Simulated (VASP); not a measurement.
VASP input:

**KPOINTS**
```
Automatic mesh
0
Gamma
5 5 5
0 0 0
```

**INCAR**
```
SYSTEM = InSb
PREC = Accurate
ENCUT = 400
EDIFF = 1E-6
NELM = 100
ALGO = Normal
LREAL = .FALSE.
LASPH = .TRUE.
ISMEAR = 0
SIGMA = 0.05
GGA = PE
LMAXMIX = 4
LWAVE = .FALSE.
LCHARG = .FALSE.
ISIF = 2
ICHARG = 11
```

File POSCAR:
```
InSb
1
    0.0000000000     3.3048000000     3.3048000000
    3.3048000000     0.0000000000     3.3048000000
    3.3048000000     3.3048000000     0.0000000000
In Sb
1 1
Direct
  0.0000000000   0.0000000000   0.0000000000
  0.2500000000   0.2500000000   0.2500000000
```

POTCAR, in this order: In_d Sb (PBE.64 set). Program: vasp_std.

The resulting files:

### standard output
```
 POSCAR found type information on POSCAR InSb
 POSCAR found :  2 types and       2 ions
 Reading from existing POTCAR
 Reading from existing POTCAR
 LDA part: xc-table for (Slater+PW92), standard interpolation
 WARNING: stress and forces are not correct
 POSCAR, INCAR and KPOINTS ok, starting setup
 WAVECAR not read
 WARNING: CHGCAR is incomplete

 -----------------------------------------------------------------------------
|                                                                             |
|     EEEEEEE  RRRRRR   RRRRRR   OOOOOOO  RRRRRR      ###     ###     ###     |
|     E        R     R  R     R  O     O  R     R     ###     ###     ###     |
|     E        R     R  R     R  O     O  R     R     ###     ###     ###     |
|     EEEEE    RRRRRR   RRRRRR   O     O  RRRRRR       #       #       #      |
|     E        R   R    R   R    O     O  R   R                               |
|     E        R    R   R    R   O     O  R    R      ###     ###     ###     |
|     EEEEEEE  R     R  R     R  OOOOOOO  R     R     ###     ###     ###     |
|                                                                             |
|     ICHARG>10                                                               |
|                                                                             |
|       ---->  I REFUSE TO CONTINUE WITH THIS SICK JOB ... BYE!!! <----       |
|                                                                             |
 -----------------------------------------------------------------------------
```

Question: Read the log: what went wrong, and how is it fixed?

Answer: The cause: ICHARG = 11 asks for a fixed density, but there is no CHGCAR. VASP stops with an error: ERROR: charge density could not be read from file CHGCAR for ICHARG>10 ----> I REFUSE TO CONTINUE WITH THIS SICK JOB ... BYE!!! <---- To mend it, run self-consistently first and keep its CHGCAR, or remove ICHARG. The plain static run on this cell (PBE GGA, plane waves, VASP's PBE PAW potentials (set 64)) converges, and its OSZICAR ends with
```
   1 F= -.69010976E+01 E0= -.69007890E+01  d E =-.617049E-03
```

The compound is InSb in the zinc blende structure. The cell was not relaxed at this level.
